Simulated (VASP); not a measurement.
# Ru16CO in VASP: further runs

One slab, Ru16CO, is run at these levels: PBE+D3(BJ), optB86b-vdW, rev-vdW-DF2; tasks: single point.

Program: VASP 6.6.1. These are calculated values, not measurements. Logs are shortened: lines on timing, memory, paths and dates and some standing lists are left out, and cuts for length are marked.

## 1. The slab as given

The cell holds a slab with vacuum, 18 atoms: a = 5.400 Å, b = 5.400 Å, c = 22.915 Å, α = 90.00°, β = 90.00°, γ = 60.00°.

The cell was built by a generator and needn't be a form met in nature.

## 2. Single point, PBE+D3(BJ)

INCAR reads:

```
  PREC = Accurate
  ENCUT = 400
  EDIFF = 1E-7
  ISMEAR = 1
  SIGMA = 0.1
  LREAL = Auto
  LASPH = True
  NELM = 100
  ALGO = Fast
  ISIF = 2
  LWAVE = False
  LCHARG = False
  GGA = PE
  IVDW = 12
  ISYM = 0
  KPAR = 4
```

KPOINTS reads:

```
Automatic mesh
0
Gamma
  6 6 1
```

POSCAR reads:

```
Ru16CO
1.0
    5.4000000000      0.0000000000      0.0000000000
    2.7000000000      4.6765371804      0.0000000000
    0.0000000000      0.0000000000     22.9152000000
Ru C O
16 1 1
Direct
    0.8333000000      0.3333000000      0.1091000000
    0.3333000000      0.3333000000      0.1091000000
    0.8333000000      0.8333000000      0.1091000000
    0.3333000000      0.8333000000      0.1091000000
    0.0000000000      0.0000000000      0.2024000000
    0.5000000000      0.0000000000      0.2024000000
    0.0000000000      0.5000000000      0.2024000000
    0.5000000000      0.5000000000      0.2024000000
    0.8325000000      0.3351000000      0.2951000000
    0.3334000000      0.3333000000      0.2943000000
    0.8324000000      0.8325000000      0.2952000000
    0.3351000000      0.8325000000      0.2951000000
    0.0000000000      0.9999000000      0.3904000000
    0.5007000000      0.9986000000      0.3855000000
    0.9987000000      0.5006000000      0.3855000000
    0.5008000000      0.5007000000      0.3855000000
    0.0006000000      0.9986000000      0.4726000000
    0.0009000000      0.9977000000      0.5232000000
```

Potentials or basis: VASP PAW PBE potentials, release 64 (Ru_pv, C, O).

Started as:

```console
cat potpaw_PBE.64/Ru_pv/POTCAR potpaw_PBE.64/C/POTCAR potpaw_PBE.64/O/POTCAR > POTCAR
mpirun -np 4 vasp_std > vasp.out
```

OUTCAR:

```text
PREC = Accurate
   ENCUT = 400
   EDIFF = 1E-7
   ISMEAR = 1
   LREAL = Auto
   LASPH = True
   NELM = 100
   ISIF = 2
   GGA = PE
   IVDW = 12
   ISYM = 0
 IVDW          = 12

 ion  position               nearest neighbor table
   1  0.833  0.333  0.109-   5 2.65   8 2.65   7 2.65   3 2.70   3 2.70   4 2.70   4 2.70   2 2.70
                             2 2.70
   2  0.333  0.333  0.109-   6 2.65   7 2.65   8 2.65   4 2.70   3 2.70   4 2.70   3 2.70   1 2.70
                             1 2.70
   3  0.833  0.833  0.109-   7 2.65   6 2.65   5 2.65   1 2.70   1 2.70   2 2.70   2 2.70   4 2.70
                             4 2.70
   4  0.333  0.833  0.109-   8 2.65   5 2.65   6 2.65   2 2.70   1 2.70   2 2.70   1 2.70   3 2.70
                             3 2.70
   5  0.000  0.000  0.202-   9 2.64  12 2.64  11 2.64   1 2.65   4 2.65   3 2.65   7 2.70   7 2.70
                             8 2.70   8 2.70   6 2.70   6 2.70
   6  0.500  0.000  0.202-  10 2.62  12 2.63  11 2.63   2 2.65   3 2.65   4 2.65   8 2.70   7 2.70
                             8 2.70   7 2.70   5 2.70   5 2.70
   7  0.000  0.500  0.202-  10 2.62   9 2.63  11 2.63   3 2.65   2 2.65   1 2.65   5 2.70   5 2.70
                             6 2.70   6 2.70   8 2.70   8 2.70
   8  0.500  0.500  0.202-  10 2.62  12 2.63   9 2.63   4 2.65   1 2.65   2 2.65   6 2.70   5 2.70
                             6 2.70   5 2.70   7 2.70   7 2.70
   9  0.833  0.335  0.295-  16 2.59  15 2.59   7 2.63   8 2.63   5 2.64  11 2.69  12 2.69  13 2.69
                            10 2.70  10 2.70  12 2.71  11 2.71
  10  0.333  0.333  0.294-  14 2.61  15 2.61  16 2.61   6 2.62   8 2.62   7 2.62  11 2.70  12 2.70
                             9 2.70   9 2.70  12 2.70  11 2.70
  11  0.832  0.833  0.295-  14 2.59  15 2.59   6 2.63   7 2.63   5 2.64  12 2.69   9 2.69  13 2.69
                            10 2.70  10 2.70   9 2.71  12 2.71
  12  0.335  0.833  0.295-  14 2.59  16 2.59   6 2.63   8 2.63   5 2.64  11 2.69   9 2.69  13 2.69
                            10 2.70  10 2.70   9 2.71  11 2.71
  13  0.000  1.000  0.390-  17 1.88  11 2.69  12 2.69   9 2.69  15 2.70  14 2.70  16 2.70  16 2.70
                            15 2.70  14 2.70
  14  0.501  0.999  0.386-  11 2.59  12 2.59  10 2.61  16 2.69  15 2.69  13 2.70  13 2.70  15 2.71
                            16 2.71
  15  0.999  0.501  0.386-  11 2.59   9 2.59  10 2.61  16 2.69  14 2.69  13 2.70  13 2.70  14 2.71
                            16 2.71
  16  0.501  0.501  0.386-   9 2.59  12 2.59  10 2.61  14 2.69  15 2.69  13 2.70  13 2.70  14 2.71
                            15 2.71
  17  0.001  0.999  0.473-  18 1.16  13 1.88
  18  0.001  0.998  0.523-  17 1.16

IMPORTANT INFORMATION: All symmetrisations will be switched off!
NOSYMM: (Re-)initialisation of all symmetry stuff for point group C_1.

----------------------------------------------------------------------------------------

                                     Primitive cell

  volume of cell :     578.6844

[... 132 lines left out ...]
   IALGO  =     68    algorithm
   IMIX   =      4    mixing-type and parameters
     AMIX     =   0.40;   BMIX     =  1.00
     AMIX_MAG =   1.60;   BMIX_MAG =  1.00
  volume/ion in A,a.u.               =      32.15       216.95
  Fermi-wavevector in a.u.,A,eV,Ry     =   1.210597  2.287696 19.939944  1.465545
  Thomas-Fermi vector in A             =   2.346139
   LORBIT       =      0    0 simple, 1 ext, 2 COOP (PROOUT), +10 PAW based schemes
   GGA     = PE    functional components
   LHFCALC =     F    Hartree Fock is set to
   AEXX    =    0.0000 exact exchange contribution
   IVDW    =    12    specifies the selected vdW correction
   LEPSILON=     F    determine dielectric tensor
   LRPA    =     F    only Hartree local field effects (RPA)
 non-spin polarized calculation
 RMM-DIIS sequential band-by-band and
 Methfessel and Paxton  Order N= 1 SIGMA  =   0.10
  energy-cutoff  :      400.00
  volume of cell :      578.68
 maximum number of plane-waves:     10544
   NGX = 17   NGY = 17   NGZ = 75

 number of electron     233.9999928 magnetization

 Free energy of the ion-electron system (eV)
  ---------------------------------------------------
  ext. energy  EPLUGINS =         0.00000000
  ---------------------------------------------------
  free energy    TOTEN  =      -155.99482607 eV

  energy without entropy =     -155.98919272  energy(sigma->0) =     -155.99294829

 E-fermi :   1.7878     XC(G=0):  -6.5361

 val. band max:        1.7802847427   @ k =   0.3333   0.0000   0.0000
 cond. band min:       1.8125490370   @ k =   0.5000  -0.3333   0.0000
 fundamental gap:      0.0322642943
 Fermi energy:         1.7878308671

 k-point     1 :       0.0000    0.0000    0.0000
  band No.  band energies     occupation
      1     -41.8822      2.00000
      2     -41.8821      2.00000
      3     -41.8814      2.00000
      4     -41.8368      2.00000
      5     -41.8032      2.00000
      6     -41.7987      2.00000
[... 2629 lines left out ...]
    128       2.6170     -0.00000
    129       2.6587     -0.00000
 [bands above 129 left out]

------------------------ aborting loop because EDIFF is reached ----------------------------------------

 Edisp (eV)   -7.67941

 E8    (eV) :    -3.5948

  FORCE on cell =-STRESS in cart. coord.  units (eV):
  Direction    XX          YY          ZZ          XY          YZ          ZX
  --------------------------------------------------------------------------------------
  -------------------------------------------------------------------------------------
  Total     -13.78347   -13.78977    -6.06453     0.00021    -0.00154    -0.01373
  in kB     -38.16167   -38.17911   -16.79059     0.00058    -0.00425    -0.03802
  external pressure =      -31.04 kB  Pullay stress =        0.00 kB

 VOLUME and BASIS-vectors are now :
 -----------------------------------------------------------------------------
  energy-cutoff  :      400.00
  volume of cell :      578.68
      direct lattice vectors                 reciprocal lattice vectors
     5.400000000  0.000000000  0.000000000     0.185185185 -0.106916717  0.000000000
     2.700000000  4.676537180  0.000000000     0.000000000  0.213833433  0.000000000
     0.000000000  0.000000000 22.915200000     0.000000000  0.000000000  0.043639157

 POSITION                                       TOTAL-FORCE (eV/Angst)
 -----------------------------------------------------------------------------------
      5.39973      1.55869      2.50005         0.001482      0.005158      0.529289
      2.69973      1.55869      2.50005         0.000446      0.000833      0.682400
      6.74973      3.89696      2.50005        -0.003330     -0.002177      0.529876
      4.04973      3.89696      2.50005         0.005051     -0.001352      0.528899
      0.00000      0.00000      4.63804        -0.004543     -0.002805     -0.381133
      2.70000      0.00000      4.63804         0.003886     -0.006339     -0.639955
[... 10 lines left out ...]
      2.69946      4.66999     10.82972        -0.000325      0.005173     -0.821389
      2.69865      4.66578     11.98923         0.000399     -0.003003      0.794089
 -----------------------------------------------------------------------------------
    total drift:                               -0.001354     -0.000189      0.009603

  FREE ENERGIE OF THE ION-ELECTRON SYSTEM (eV)
  ---------------------------------------------------
  free  energy   TOTEN  =      -163.6742324679 eV

  energy  without entropy=     -163.6685991169  energy(sigma->0) =     -163.67235468
```

stdout:

```text
POSCAR found type information on POSCAR RuC O
 POSCAR found :  3 types and      18 ions
 scaLAPACK will be used
 LDA part: xc-table for (Slater+PW92), standard interpolation
 POSCAR, INCAR and KPOINTS ok, starting setup
 FFT: planning ... GRIDC
 FFT: planning ... GRID_SOFT
 FFT: planning ... GRID
 WAVECAR not read
 entering main loop
```

Wall time 14 min (4 MPI ranks of Intel Xeon Platinum 8488C (Sapphire Rapids), shared host); peak memory 0.92 GiB.

What came out:

```
Free energy                : -163.6742 eV
Largest force              : 0.821 eV/Å
Band gap on the k mesh     : none (metal or under the smearing width)
Dispersion energy per atom : -0.427 eV
```

Forces in eV/Å, atoms in the order of the input:
```
Ru   0.001  0.005  0.529
Ru   0.000  0.001  0.682
Ru  -0.003 -0.002  0.530
Ru   0.005 -0.001  0.529
Ru  -0.005 -0.003 -0.381
Ru   0.004 -0.006 -0.640
Ru  -0.002  0.006 -0.639
Ru   0.002  0.001 -0.642
Ru  -0.003 -0.010  0.007
Ru  -0.001  0.004  0.007
Ru   0.012  0.002 -0.032
Ru  -0.011  0.002  0.006
Ru   0.006  0.003  0.030
Ru  -0.003  0.011  0.018
Ru   0.006 -0.008  0.014
Ru  -0.010 -0.007  0.008
C    0.000  0.005 -0.821
O    0.000 -0.003  0.794
```

Levels at points of the mesh, in eV from the Fermi level:
| k point | band 115 | band 116 | band 117 | band 118 | band 119 | band 120 | band 121 | band 122 |
| --- | --- | --- | --- | --- | --- | --- | --- | --- |
| (0.00, 0.00, 0.00) | 0.55 | 0.93 | 0.93 | 1.03 | 1.07 | 1.07 | 1.17 | 1.17 |
| (0.50, 0.00, 0.00) | -0.55 | -0.52 | -0.51 | -0.09 | -0.07 | -0.02 | -0.01 | 0.04 |
| (0.50, 0.50, 0.00) | -0.55 | -0.51 | -0.51 | -0.09 | -0.07 | -0.02 | -0.01 | 0.04 |
| (0.00, 0.50, 0.00) | -0.55 | -0.52 | -0.51 | -0.09 | -0.07 | -0.02 | -0.01 | 0.04 |

Caveat: the cutoff is under 1.25 times the usual one of these potentials, so pressure, stress and relaxed cells hold a basis-set (Pulay) error; the standard files for N, O and F lose accuracy on very short bonds.

(Continued in part 2 of 2.)
